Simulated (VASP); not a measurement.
VASP input:

### KPOINTS
```
Automatic mesh
0
Gamma
7 7 7
0.5 0.5 0.5
```

### POSCAR
```
InP
1.0
  0.0000000000   2.9519750000   2.9519750000
  2.9519750000   0.0000000000   2.9519750000
  2.9519750000   2.9519750000   0.0000000000
In P
1 1
Cart
  0.0123244956  -0.0065415766   0.0171007912
  1.4636630044   1.4825290766   1.4588867088
```

### INCAR
```
ALGO = Normal
EDIFF = 1E-6
EDIFFG = -0.01
ENCUT = 300
GGA = PS
IBRION = 2
ISIF = 3
ISMEAR = 0
LASPH = T
LCHARG = F
LMAXMIX = 4
LREAL = F
LWAVE = F
NELM = 100
NSW = 50
PREC = Accurate
SIGMA = 0.01
SYSTEM = InP
```

POTCAR, in this order: In_d P (PBE.64 set). Program: vasp_std.

**Question.** Translate this PBEsol calculation to Quantum ESPRESSO's pw.x.

**Answer.** One equivalent input (not run):
```
&CONTROL
  calculation = 'vc-relax'
  pseudo_dir = './pseudo'
  outdir = './out'
  tprnfor = .true.
  tstress = .true.
  nstep = 50
  forc_conv_thr = 0.00039
/
&SYSTEM
  ibrav = 0
  nat = 2
  ntyp = 2
  ecutwfc = 70
  occupations = 'smearing'
  smearing = 'gaussian'
  degauss = 0.000735
  input_dft = 'pbesol'
/
&ELECTRONS
  conv_thr = 7.3e-08
  electron_maxstep = 100
/
&IONS
/
&CELL
/
ATOMIC_SPECIES
  In 114.818 In.upf
  P 30.974 P.upf
CELL_PARAMETERS angstrom
     0.0000000    2.9519750    2.9519750
     2.9519750    0.0000000    2.9519750
     2.9519750    2.9519750    0.0000000
ATOMIC_POSITIONS crystal
  In  -0.0002990  0.0060920 -0.0019170
  P    0.2502990  0.2439080  0.2519170
K_POINTS automatic
  7 7 7 1 1 1
```
Limits of the translation: the potentials are each code's own (VASP's PAW set, PseudoDojo norm-conserving files in pw.x), so ENCUT and ecutwfc are chosen apart and not converted; conv_thr bounds pw.x's estimated SCF error, while EDIFF bounds the energy change between steps; forc_conv_thr acts on force components and is met together with etot_conv_thr.

The structure comes from a computed database's InP entry; how it stands against other phases isn't given here. In the starting cell atoms are displaced from their ideal sites. This run relaxes it. The run is one of a series of settings (EDIFFG = -0.01, IBRION = 2, ISIF = 3, NSW = 50 against the base run), some of them coarse on purpose.
